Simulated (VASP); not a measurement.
The input files of a VASP run:

### KPOINTS
```
Automatic
0
gamma
6 6 9
```

INCAR:
```
# general
SYSTEM =IrO2
PREC   =Accurate
ENCUT  =520
LREAL  =.FALSE.
LASPH  =.TRUE.   # aspherical one-centre terms

# electronic loop
EDIFF  =1E-6
NELM   =100
ALGO   =Normal   # blocked Davidson
LMAXMIX=6

# smearing
ISMEAR =1
SIGMA  =0.1   # width (eV)

# functional
GGA    =RP

# ions
IBRION =2
NSW    =60
ISIF   =3   # ions, shape and volume
EDIFFG =-0.02   # ionic stop

# output
LWAVE  =.FALSE.
LCHARG =.FALSE.
```

POSCAR:
```
IrO2
1
    4.5747421752     0.0000000000     0.0000000000
    0.0000000000     4.5747421752     0.0000000000
    0.0000000000     0.0000000000     3.2008309707
Ir O
2 4
Direct
  0.0000000000   0.0000000000   0.0000000000
  0.5000000000   0.5000000000   0.5000000000
  0.3083403200   0.3083403200   0.0000000000
  0.8083403200   0.1916596800   0.5000000000
  0.1916596800   0.8083403200   0.5000000000
  0.6916596800   0.6916596800   0.0000000000
```

POTCAR, in this order: Ir O (PBE.64 set). Program: vasp_std.

Translate this RPBE calculation to Ansatz.

One equivalent input (not run):
Ansatz 0.2 input:
```yaml
crystal:
  lattice:
    - [4.5747422, 0.0000000, 0.0000000]
    - [0.0000000, 4.5747422, 0.0000000]
    - [0.0000000, 0.0000000, 3.2008310]
  atoms:
    - { symbol: Ir, position: [0.0000000, 0.0000000, 0.0000000] }
    - { symbol: Ir, position: [0.5000000, 0.5000000, 0.5000000] }
    - { symbol: O, position: [0.3083403, 0.3083403, 0.0000000] }
    - { symbol: O, position: [0.8083403, 0.1916597, 0.5000000] }
    - { symbol: O, position: [0.1916597, 0.8083403, 0.5000000] }
    - { symbol: O, position: [0.6916597, 0.6916597, 0.0000000] }
kpoints:
  mp_grid: { grid: [6, 6, 9] }
hamiltonian:
  xc: rpbe
  pseudopotentials: { kind: paw }
scf:
  occupations: { method: methfessel_paxton, width: 0.1 }
  max_iter: 100
relax:
  max_steps: 60
  f_tol: 0.02
  cell: {}
output: { forces: true, stress: true, eigenvalues: true }
```
What does not carry over: each code has its own PAW files, so the cut-off isn't converted (ENCUT is set for VASP's; basis.ecutwfc is left out, and Ansatz then takes the one that its files recommend); Ansatz stops its SCF on the density residual and VASP on the energy change (EDIFF).

The compound is IrO2 in the rutile structure. This run relaxes it. Symmetry was kept, so distortions that lower it aren't found. The start is the result of an earlier pass.
